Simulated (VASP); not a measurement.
# SiC (Moissanite): input slips in a band-gap run and what they do, part 2 of 2

Aim: see how common mistakes in a band-structure run show up, on SiC (Moissanite). The starting structure is a measured crystal structure from the Crystallography Open Database. Cell and atoms stay as given unless a step says otherwise.

VASP 6.6.1.

Results so far: reference 2.198 eV; one electron missing no gap to read.

## (5) Bands with too few electronic steps

Level of this step: LDA; plane waves and PAW (Si, C) (VASP).

A slip made on purpose: too few electronic steps. Against step 2 the input has NELM = 4.

INCAR reads:

```
SYSTEM = SiC
PREC = Accurate
ENCUT = 460
EDIFF = 1E-06
NELM = 4
ISMEAR = 0
SIGMA = 0.03
LREAL = .FALSE.
ALGO = Normal
GGA = CA
NBANDS = 22
LORBIT = 11
LWAVE = .FALSE.
LCHARG = .FALSE.
KPAR = 8
LASPH = .TRUE.
```

POSCAR reads:

```
SiC
1.0
    3.0760000000      0.0000000000      0.0000000000
   -1.5380000000      2.6638941420      0.0000000000
    0.0000000000      0.0000000000      5.0480000000
Si C
2 2
Direct
    0.6666666667      0.3333333333      0.5000000000
    0.3333333333      0.6666666667      0.0000000000
    0.6666666667      0.3333333333      0.8850000000
    0.3333333333      0.6666666667      0.3850000000
```

KPOINTS reads:

```
Automatic mesh
0
Gamma
8 8 4
0 0 0
```

KPOINTS_OPT reads:

```
Line mode
10
Line-mode
Reciprocal
  0.00000000   0.00000000   0.00000000 GAMMA
  0.50000000   0.00000000   0.00000000 M

  0.50000000   0.00000000   0.00000000 M
  0.33333333   0.33333333   0.00000000 K

  0.33333333   0.33333333   0.00000000 K
  0.00000000   0.00000000   0.00000000 GAMMA

  0.00000000   0.00000000   0.00000000 GAMMA
  0.00000000   0.00000000   0.50000000 A

  0.00000000   0.00000000   0.50000000 A
  0.50000000   0.00000000   0.50000000 L

  0.50000000   0.00000000   0.50000000 L
  0.33333333   0.33333333   0.50000000 H

  0.33333333   0.33333333   0.50000000 H
  0.00000000   0.00000000   0.50000000 A

  0.50000000   0.00000000   0.50000000 L
  0.50000000   0.00000000   0.00000000 M

  0.33333333   0.33333333   0.00000000 K
  0.33333333   0.33333333   0.50000000 H
```

Potentials, in the order of the species: Si and C (LDA family, release 64).

The run is started by

```
$ mpirun -np 8 vasp_std
```

The log of the run:

```text
[... set-up lines as in an earlier step ...]
 entering main loop
       N       E                     dE             d eps       ncg     rms          rms(c)
[... 4 cycles as in an earlier step ...]
 -----------------------------------------------------------------------------
|                                                                             |
|           W    W    AA    RRRRR   N    N  II  N    N   GGGG   !!!           |
|           W    W   A  A   R    R  NN   N  II  NN   N  G    G  !!!           |
|           W    W  A    A  R    R  N N  N  II  N N  N  G       !!!           |
|           W WW W  AAAAAA  RRRRR   N  N N  II  N  N N  G  GGG   !            |
|           WW  WW  A    A  R   R   N   NN  II  N   NN  G    G                |
|           W    W  A    A  R    R  N    N  II  N    N   GGGG   !!!           |
|                                                                             |
|     The electronic self-consistency was not achieved in the given           |
|     number of steps (NELM). The forces and other quantities evaluated       |
|     might not be reliable so examine the results carefully. If you find     |
|     spurious results, we suggest increasing NELM, if you were close to      |
|     convergence or switching to a different ALGO or adjusting the           |
|     density mixing parameters otherwise.                                    |
|                                                                             |
 -----------------------------------------------------------------------------

   1 F= -.37338787E+02 E0= -.37338787E+02  d E =-.117781E-17
 Start KPOINTS_OPT (optional k-point list driver)
k-point batch [1-30\90]
       N       E                     dE             ncg
DAV:   1     0.237277710188E+04   -0.10190E+05     1320
DAV:   2     0.958810463458E+03   -0.14140E+04     1720
DAV:   3     0.905834168826E+03   -0.52976E+02     1650
DAV:   4     0.905556634788E+03   -0.27753E+00     1528
[...]
k-point batch [61-90\90]
       N       E                     dE             ncg
DAV:   1     0.225931724133E+04   -0.14792E+05     1320
DAV:   2     0.856672862624E+03   -0.14026E+04     1746
DAV:   3     0.807665992046E+03   -0.49007E+02     1662
DAV:   4     0.807418821774E+03   -0.24717E+00     1568
```

Wall time 13 s (8 MPI ranks of AMD EPYC 7R43, shared host); peak memory 1 GiB.

Parts of OUTCAR (step 5):

```text
  Total       17.8017357     17.8017357     18.6925628      0.0000000     -0.0000000      0.0000000
  in kB      689.5254350    689.5254350    724.0303807      0.0000000     -0.0000000      0.0000000
  external PRESSURE =     701.0270836 kB  Pullay stress =       0.0000000 kB

 POSITION                                       TOTAL-FORCE (eV/Angst)
 -----------------------------------------------------------------------------------
      1.53800      0.88796      2.52400         0.000000     -0.000000      0.391637
     -0.00000      1.77593      0.00000        -0.000000      0.000000      0.391637
      1.53800      0.88796      4.46748         0.000000      0.000000     -0.391637
     -0.00000      1.77593      1.94348        -0.000000      0.000000     -0.391637
 -----------------------------------------------------------------------------------
    total drift:                                0.000000      0.000000      0.001853

  FREE ENERGIE OF THE ION-ELECTRON SYSTEM (eV)
  ---------------------------------------------------
  free  energy   TOTEN  =       -37.3387868966 eV

  energy  without entropy=      -37.3387868966  energy(sigma->0) =      -37.33878690

[... 2 parts as in an earlier step ...]

[... 1 further part left out ...]
[key lines of the parts left out:]
E-fermi :   6.2722
```

The electronic loop didn't reach EDIFF within its 4 cycles (NELM).

## (6) Bands with a fixed density without a density file

A slip made on purpose: a fixed density without a density file. Against step 2 the input has ICHARG = 11 (also changed: NELM).

Changes to INCAR since step 5:

```diff
@@ -4,3 +4,3 @@
 EDIFF = 1E-06
-NELM = 4
+NELM = 60
 ISMEAR = 0
@@ -16 +16,2 @@
 LASPH = .TRUE.
+ICHARG = 11
```

POSCAR is that of step 5.

KPOINTS is that of step 5.

KPOINTS_OPT is that of step 5.

The run is started by

```
$ mpirun -np 8 vasp_std
```

The log of the run:

```text
[banner, memory and clock lines left out]
running    8 mpi-ranks, on    1 nodes
[...]
|                                                                             |
|           W    W    AA    RRRRR   N    N  II  N    N   GGGG   !!!           |
|           W    W   A  A   R    R  NN   N  II  NN   N  G    G  !!!           |
|           W    W  A    A  R    R  N N  N  II  N N  N  G       !!!           |
|           W WW W  AAAAAA  RRRRR   N  N N  II  N  N N  G  GGG   !            |
|           WW  WW  A    A  R   R   N   NN  II  N   NN  G    G                |
|           W    W  A    A  R    R  N    N  II  N    N   GGGG   !!!           |
|                                                                             |
|     For optimal performance we recommend to set                             |
|       NCORE = 2 up to number-of-cores-per-socket                            |
|     NCORE specifies how many cores store one orbital (NPAR=cpu/NCORE).      |
|     This setting can greatly improve the performance of VASP for DFT.       |
[...]
LDA part: xc-table for (Slater(with rela. corr.)+CA(PZ))
 , standard interpolation
 POSCAR, INCAR and KPOINTS ok, starting setup
[...]
WARNING: CHGCAR is incomplete
|                                                                             |
|     EEEEEEE  RRRRRR   RRRRRR   OOOOOOO  RRRRRR      ###     ###     ###     |
|     E        R     R  R     R  O     O  R     R     ###     ###     ###     |
|     E        R     R  R     R  O     O  R     R     ###     ###     ###     |
|     EEEEE    RRRRRR   RRRRRR   O     O  RRRRRR       #       #       #      |
|     E        R   R    R   R    O     O  R   R                               |
|     E        R    R   R    R   O     O  R    R      ###     ###     ###     |
|     EEEEEEE  R     R  R     R  OOOOOOO  R     R     ###     ###     ###     |
|                                                                             |
|     ERROR: charge density could not be read from file CHGCAR for            |
|     ICHARG>10                                                               |
|                                                                             |
|       ---->  I REFUSE TO CONTINUE WITH THIS SICK JOB ... BYE!!! <----       |
|                                                                             |

1
1
1
1
1
1
1
1
```

It took 8 s on 8 MPI ranks.

VASP stopped with this message: “ERROR: charge density could not be read from file CHGCAR for ICHARG>10”.

## (7) The runs compared

| run | ended | gap (eV) | core minutes |
| --- | --- | --- | --- |
| reference | converged | 2.198 | 3.87 |
| one electron missing | converged | none | 3.07 |
| no empty bands | converged | - | 1.01 |
| too few electronic steps | not converged | - | 1.76 |
| a fixed density without a density file | stopped by VASP | - | 1.07 |

Core minutes are wall time times ranks of the run shown, on a shared host.

## (8) Results

- reference gap: 2.198 eV
- gap with one electron missing: none to read from the occupations
- run with no empty bands: converged
- run with too few electronic steps: not converged
- run with a fixed density without a density file: stopped by VASP

VASP stopped by itself in the run with a fixed density without a density file. The run with too few electronic steps didn't converge. The run without empty bands converged, and still can't show a gap. Finished, but with signs in the output that stand out against the reference: one electron missing, with no gap to read, since by its occupations the run counts as a metal (its levels may still leave one) (signs: a warning on the charge density and a stress of up to 54.5 GPa). Further runs on this material are not shown.

[Lines on the potential files, build, host, timing and source positions are cut from VASP's logs without a mark.]

[Logs are printed without paths, hosts, clocks, repeated set-up lines and the standing remarks that a program may print on its own settings, such as how far it seeks lower states.]

[Hosts, paths, dates, database ids (printed as entryN), source tags and the programs' standing remarks are cut or masked in the printed files.]
